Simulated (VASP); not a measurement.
Calculation: PBEsol GGA, VASP's PBE PAW potentials (set 64) (plane waves; VASP).

A VASP calculation is set up with these files.

**INCAR**
```
# general
SYSTEM  = TaAs
PREC    = Accurate
ENCUT   = 400   # plane-wave cut-off (eV)
LREAL   = .FALSE.
LASPH   = .TRUE.   # aspherical one-centre terms

# electronic loop
EDIFF   = 1E-6   # SCF stop (eV)
NELM    = 100
ALGO    = Normal   # blocked Davidson
LMAXMIX = 6

# smearing
ISMEAR  = 1   # Methfessel-Paxton
SIGMA   = 0.1

# functional
GGA     = PS

# ions
IBRION  = 2   # conjugate gradients
NSW     = 60   # most ionic steps
ISIF    = 3   # ions, shape and volume
EDIFFG  = -0.01

# output
LWAVE   = .FALSE.
LCHARG  = .FALSE.
```

File POSCAR:
```
TaAs
1.0
  3.1818289624   0.0000000000   0.0000000000
  0.0000000000   3.1818289624   0.0000000000
  0.0000000000   0.0000000000   3.1818289624
Ta As
1 1
Direct
  0.0000000000   0.0000000000   0.0000000000
  0.5000000000   0.5000000000   0.5000000000
```

KPOINTS:
```
Automatic
0
gamma
10 10 10
0 0 0
```

POTCAR, in this order: Ta_pv As (PBE.64 set). Program: vasp_std.

What VASP printed:

**OSZICAR**
```
       N       E                     dE             d eps       ncg     rms          rms(c)
DAV:   1     0.728368849368E+02    0.72837E+02   -0.75249E+03  1344   0.105E+03
DAV:   2    -0.165810056512E+02   -0.89418E+02   -0.85395E+02  1592   0.263E+02
DAV:   3    -0.191980821112E+02   -0.26171E+01   -0.25495E+01  1692   0.406E+01
DAV:   4    -0.192316740715E+02   -0.33592E-01   -0.33559E-01  1564   0.419E+00
DAV:   5    -0.192320444517E+02   -0.37038E-03   -0.37030E-03  1688   0.386E-01    0.149E+01
DAV:   6    -0.183961293240E+02    0.83592E+00   -0.19498E+00  1576   0.125E+01    0.643E+00
DAV:   7    -0.183450304157E+02    0.51099E-01   -0.13036E-01  1608   0.315E+00    0.255E+00
DAV:   8    -0.183321524776E+02    0.12878E-01   -0.19474E-02  1552   0.922E-01    0.178E-01
DAV:   9    -0.183320236967E+02    0.12878E-03   -0.15421E-03  1608   0.273E-01    0.791E-02
DAV:  10    -0.183319312136E+02    0.92483E-04   -0.46377E-04  1532   0.211E-01    0.229E-02
DAV:  11    -0.183319253867E+02    0.58269E-05   -0.34719E-05  1592   0.597E-02    0.983E-03
DAV:  12    -0.183319244029E+02    0.98386E-06   -0.15660E-06  1284   0.110E-02
   1 F= -.18331924E+02 E0= -.18331604E+02  d E =-.183319E+02
       N       E                     dE             d eps       ncg     rms          rms(c)
DAV:   1    -0.183325355758E+02   -0.61019E-03   -0.20977E-02  1376   0.178E+00    0.222E-01
DAV:   2    -0.183319873812E+02    0.54819E-03   -0.91566E-04  1384   0.338E-01    0.766E-02
DAV:   3    -0.183318757750E+02    0.11161E-03   -0.16929E-04  1584   0.129E-01    0.199E-02
DAV:   4    -0.183318631194E+02    0.12656E-04   -0.34690E-05  1604   0.574E-02    0.127E-02
DAV:   5    -0.183318629109E+02    0.20843E-06   -0.11176E-06  1012   0.107E-02
   2 F= -.18331863E+02 E0= -.18331546E+02  d E =0.614919E-04
       N       E                     dE             d eps       ncg     rms          rms(c)
DAV:   1    -0.183322487619E+02   -0.38564E-03   -0.96174E-03  1380   0.120E+00    0.151E-01
DAV:   2    -0.183319985546E+02    0.25021E-03   -0.41998E-04  1384   0.230E-01    0.520E-02
DAV:   3    -0.183319482868E+02    0.50268E-04   -0.77538E-05  1556   0.874E-02    0.135E-02
DAV:   4    -0.183319436549E+02    0.46319E-05   -0.15772E-05  1624   0.387E-02    0.856E-03
DAV:   5    -0.183319444905E+02   -0.83563E-06   -0.49464E-07   752   0.724E-03
   3 F= -.18331944E+02 E0= -.18331625E+02  d E =-.200876E-04
```

File OUTCAR:
```
------------------------ aborting loop because EDIFF is reached ----------------------------------------
  FORCE on cell =-STRESS in cart. coord.  units (eV):
  Direction    XX          YY          ZZ          XY          YZ          ZX
  --------------------------------------------------------------------------------------
  Total        0.0008530      0.0008530      0.0008530      0.0000000     -0.0000000     -0.0000000
  in kB        0.0423861      0.0423861      0.0423861      0.0000000     -0.0000000     -0.0000000
  external PRESSURE =       0.0423861 kB  Pullay stress =       0.0000000 kB
  volume of cell :       32.24
      direct lattice vectors                 reciprocal lattice vectors
     3.182879628 -0.000000000 -0.000000000     0.314180904  0.000000000 -0.000000000
    -0.000000000  3.182879628 -0.000000000     0.000000000  0.314180904 -0.000000000
     0.000000000  0.000000000  3.182879628     0.000000000  0.000000000  0.314180904
 POSITION                                       TOTAL-FORCE (eV/Angst)
 -----------------------------------------------------------------------------------
      0.00000      0.00000      0.00000         0.000000      0.000000      0.000000
      1.59144      1.59144      1.59144        -0.000000     -0.000000      0.000000
 -----------------------------------------------------------------------------------
    total drift:                                0.000000      0.000000      0.000000
  FREE ENERGIE OF THE ION-ELECTRON SYSTEM (eV)
  ---------------------------------------------------
  free  energy   TOTEN  =       -18.3319444905 eV

  energy  without entropy=      -18.3309863732  energy(sigma->0) =      -18.33162512

 reached required accuracy - stopping structural energy minimisation
```
(Selected blocks of OUTCAR.)

File CONTCAR:
```
TaAs
   1.00000000000000
     3.1828796282000145   -0.0000000000000000   -0.0000000000000000
    -0.0000000000000000    3.1828796282000145   -0.0000000000000000
     0.0000000000000000    0.0000000000000000    3.1828796282000145
  Ta              As
     1     1
Direct
     0.0000000000000000    0.0000000000000000    0.0000000000000000
     0.5000000000000000    0.5000000000000000    0.5000000000000000
```

The structure was generated: TaAs was put into the CsCl type type (Pm-3m), which need not be its known phase. This run relaxes it. Symmetry was kept, so distortions that lower it aren't found. The start is the result of an earlier pass.
